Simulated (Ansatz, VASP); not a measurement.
# Cross-check of Zn11Co2 (Zn11Co2 (I-43m)) between VASP and Ansatz, part 3 of 3

Aim: how closely do two programs agree when they are given the same cell, functional and k mesh? Of the first pair: The structure shown is the start of the Ansatz relaxation below; VASP solves that cell, so the two are compared at the walk's first step.

VASP 6.6.1 and Ansatz 0.2.0.

So far. Step 3 (VASP: single point, PBEsol, start cell, pair 1): The run ends at a pressure of -1.28 GPa, with forces up to 0.044 eV/Å.

**6. VASP: single point, PBEsol, relaxed cell, pair 2**

Level of this step: PBEsol, no spin polarisation; plane waves and PAW (Zn, Co) (VASP).

The same cell, functional, mesh and smearing now go to VASP, with its own data sets.

File INCAR:

```
SYSTEM = Zn11Co2
PREC = Accurate
ENCUT = 600
EDIFF = 1E-06
NELM = 120
ISMEAR = -1
SIGMA = 0.05
LREAL = .FALSE.
ALGO = Normal
GGA = PS
NBANDS = 176
LASPH = .TRUE.
LORBIT = 11
LWAVE = .FALSE.
LCHARG = .FALSE.
ISIF = 2
GGA_COMPAT = .FALSE.
KPAR = 4
```

File POSCAR:

```
Zn11Co2
1.0
   -4.3908074738      4.3908074738      4.3908074738
    4.3908074738     -4.3908074738      4.3908074738
    4.3908074738      4.3908074738     -4.3908074738
Zn Co
22 4
Direct
    0.0000000000      0.6456928988      0.6456928988
    0.3543071012      0.3543071012      0.0000000000
    0.6456928988      0.0000000000      0.6456928988
    0.6456928988      0.6456928988      0.0000000000
    0.3543071012      0.0000000000      0.3543071012
    0.0000000000      0.3543071012      0.3543071012
    0.7927037772      0.7927037772      0.7927037772
    0.2072962228      0.0000000000      0.0000000000
    0.0000000000      0.2072962228      0.0000000000
    0.0000000000      0.0000000000      0.2072962228
    0.2580666600      0.2580666600      0.6103658636
    0.7419333400      0.0000000000      0.3522992036
    0.0000000000      0.7419333400      0.3522992036
    0.7419333400      0.3522992036      0.0000000000
    0.2580666600      0.6103658636      0.2580666600
    0.0000000000      0.3522992036      0.7419333400
    0.3522992036      0.7419333400      0.0000000000
    0.3522992036      0.0000000000      0.7419333400
    0.6103658636      0.2580666600      0.2580666600
    0.6477007964      0.6477007964      0.3896341364
    0.6477007964      0.3896341364      0.6477007964
    0.3896341364      0.6477007964      0.6477007964
    0.0000000000      0.0000000000      0.6567209689
    0.0000000000      0.6567209689      0.0000000000
    0.6567209689      0.0000000000      0.0000000000
    0.3432790311      0.3432790311      0.3432790311
```

File KPOINTS:

```
Automatic mesh
0
Gamma
6 6 6
0 0 0
```

The projector-augmented-wave data sets are Zn and Co (PBE family, release 64).

Command:

```console
$ mpirun -np 4 vasp_std
```

Numbers of over 12 decimals in the logs are rounded to 6 here.

What it wrote:

```text
[banner, memory and clock lines left out]
running    4 mpi-ranks, on    1 nodes
[...]
[... a notice as in an earlier step ...]

 [... a notice as in an earlier step ...]

 LDA part: xc-table for (Slater+PW92), standard interpolation
 POSCAR, INCAR and KPOINTS ok, starting setup
[...]
entering main loop
       N       E                     dE             d eps       ncg     rms          rms(c)
DAV:   1     0.317902132825E+04    0.31790E+04   -0.14219E+05  5632   0.303E+03
DAV:   2     0.454575044803E+03   -0.27244E+04   -0.26461E+04  5632   0.727E+02
DAV:   3    -0.432793992345E+02   -0.49785E+03   -0.47393E+03  5632   0.258E+02
DAV:   4    -0.758448061926E+02   -0.32565E+02   -0.31812E+02  5992   0.743E+01
[...]
DAV:  15    -0.685639031014E+02    0.36975E-05   -0.13095E-04  6192   0.177E-01    0.233E-02
DAV:  16    -0.685639041396E+02   -0.10382E-05   -0.39293E-05  7168   0.364E-02    0.672E-03
DAV:  17    -0.685639040079E+02    0.13168E-06   -0.48873E-06  5096   0.254E-02
   1 F= -.68563904E+02 E0= -.68508623E+02  d E =-.110562E+00
```

OUTCAR, selected parts (step 6):

```text
  Total        1.0463860      1.0463860      1.0463860      0.0000000     -0.0000000      0.0000000
  in kB        4.9511870      4.9511870      4.9511870      0.0000000     -0.0000000      0.0000000
  external PRESSURE =       4.9511870 kB  Pullay stress =       0.0000000 kB

 POSITION                                       TOTAL-FORCE (eV/Angst)
 -----------------------------------------------------------------------------------
      5.67023      0.00000      0.00000        -0.002065     -0.000000      0.000000
      0.00000      0.00000      3.11139         0.000000     -0.000000      0.002065
      0.00000      5.67023      0.00000         0.000000     -0.002065      0.000000
      0.00000      0.00000      5.67023         0.000000     -0.000000     -0.002065
      0.00000      3.11139      0.00000         0.000000      0.002065      0.000000
      3.11139      0.00000      0.00000         0.002065     -0.000000      0.000000
      3.48061      3.48061      3.48061        -0.007093     -0.007093     -0.007093
     -0.91020      0.91020      0.91020        -0.007093      0.007093      0.007093
      0.91020     -0.91020      0.91020         0.007093     -0.007093      0.007093
      0.91020      0.91020     -0.91020         0.007093      0.007093     -0.007093
      2.68000      2.68000     -0.41376         0.006998      0.006998      0.006762
     -1.71081      4.80456      1.71081         0.006998     -0.006762     -0.006998
      4.80456     -1.71081      1.71081        -0.006762      0.006998     -0.006998
     -1.71081      1.71081      4.80456         0.006998     -0.006998     -0.006762
[...]
-----------------------------------------------------------------------------------
    total drift:                                0.000025      0.000025      0.000038

  FREE ENERGIE OF THE ION-ELECTRON SYSTEM (eV)
  ---------------------------------------------------
  free  energy   TOTEN  =       -68.5639040079 eV

  energy  without entropy=      -68.4533416997  energy(sigma->0) =      -68.50862285

[... 1 part as in an earlier step ...]

[... 2 further parts left out ...]
[key lines of the parts left out:]
E-fermi :   4.1847
```

The run ends at a pressure of 0.50 GPa, with forces up to 0.012 eV/Å.

**7. Comparison**

What differs besides the data sets and the points named for the pairs above, as far as they apply: the data sets hold 332 valence electrons in Ansatz (on its default PAW (the set named soft_2) files) and 300 in VASP; the cutoff is 420 eV in Ansatz and 600 eV in VASP; Ansatz's pressure holds a Pulay correction, VASP's none. Total energies have different zeros and are not compared.

Both answers:

```
      quantity  Ansatz  VASP  difference
pressure (GPa)    0.03  0.50       -0.47
```

At this near-relaxed geometry the largest component of a force difference is 8 meV/Å.

**8. What came out**

| Property | Result |
| --- | --- |
| r.m.s. force difference (single point, PBEsol, start cell, pair 1) | 4.1 meV/Å |
| difference in pressure (single point, PBEsol, relaxed cell, pair 2) | -0.47 GPa |

What this shows: The difference in pressure is -0.47 GPa (single point, PBEsol, relaxed cell, pair 2), within the 1 GPa picked in this series as the mark of a large difference. The data sets hold unlike numbers of valence electrons (332 in Ansatz and 300 in VASP), so part of the differences comes from the potentials. How closely two codes agree says nothing of how well the functional describes the real material.

[Lines on the potential files, build, host, timing and source positions are cut from VASP's logs without a mark.]

[Logs are printed without paths, hosts, clocks, repeated set-up lines and the standing remarks that a program may print on its own settings, such as how far it seeks lower states.]

[Hosts, paths, dates, database ids (printed as entryN), source tags and the programs' standing remarks are cut or masked in the printed files.]
